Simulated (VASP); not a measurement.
All values below come from HSE06 screened hybrid (exact exchange on a k-mesh reduced by 3x3x1), VASP's PBE PAW potentials (set 64) (plane waves; VASP).

Input for VASP

### POSCAR
```
SiC
1
    1.5469936087    -2.6794716137     0.0000000000
    1.5469936087     2.6794716137     0.0000000000
    0.0000000000     0.0000000000    10.1276834096
Si C
4 4
Direct
  0.0000000000   0.0000000000   0.0003729181
  0.0000000000   0.0000000000   0.5003729181
  0.6666670000   0.3333330000   0.7502644374
  0.3333330000   0.6666670000   0.2502644374
  0.0000000000   0.0000000000   0.8127812921
  0.0000000000   0.0000000000   0.3127812921
  0.6666670000   0.3333330000   0.5622113524
  0.3333330000   0.6666670000   0.0622113524
```

### KPOINTS
```
Automatic mesh
0
Gamma
12 12 4
0 0 0
```

INCAR:
```
AEXX  =  0.25
ALGO  =  Normal
EDIFF  =  1E-5
ENCUT  =  400
GGA  =  PE
HFSCREEN  =  0.2
ISIF  =  0
ISMEAR  =  0
ISYM  =  3
LASPH  =  .TRUE.
LCHARG  =  .FALSE.
LHFCALC  =  .TRUE.
LREAL  =  .FALSE.
LWAVE  =  .FALSE.
NELM  =  50
NELMIN  =  4
NKREDX  =  3
NKREDY  =  3
PREC  =  Normal
PRECFOCK  =  Fast
SIGMA  =  0.05
SYSTEM  =  SiC
```

POTCAR, in this order: Si C (PBE.64 set). Program: vasp_std. Read from the step before: WAVECAR.

Exact exchange is summed on a reduced mesh (NKRED).

**Question.** Predict the energy per atom (σ→0), band gap (on the k-mesh).

**Answer.** 
```
Item                               Value
------------------------  --------------
energy per atom (σ→0)     -8.734 eV/atom
band gap (on the k-mesh)         3.20 eV
```

### OSZICAR
```
...
DAV:   2    -0.698723386750E+02   -0.84738E-02   -0.30090E-02  2800   0.111E+00    0.376E+00
DAV:   3    -0.698703102217E+02    0.20285E-02   -0.12017E-03  2834   0.220E-01    0.220E+00
DAV:   4    -0.698695836519E+02    0.72657E-03   -0.36601E-04  2760   0.108E-01    0.126E+00
DAV:   5    -0.698693548116E+02    0.22884E-03   -0.11047E-04  2694   0.609E-02    0.718E-01
DAV:   6    -0.698692788065E+02    0.76005E-04   -0.26574E-05  1791   0.348E-02    0.412E-01
DAV:   7    -0.698692542008E+02    0.24606E-04   -0.11673E-05  1667   0.260E-02    0.231E-01
DAV:   8    -0.698692463512E+02    0.78496E-05   -0.31624E-06  1582   0.141E-02
   1 F= -.69869246E+02 E0= -.69869246E+02  d E =-.603169E-14
```

The compound is SiC in the 4h structure. It was relaxed first. The cell's shape comes from a PBE relaxation.
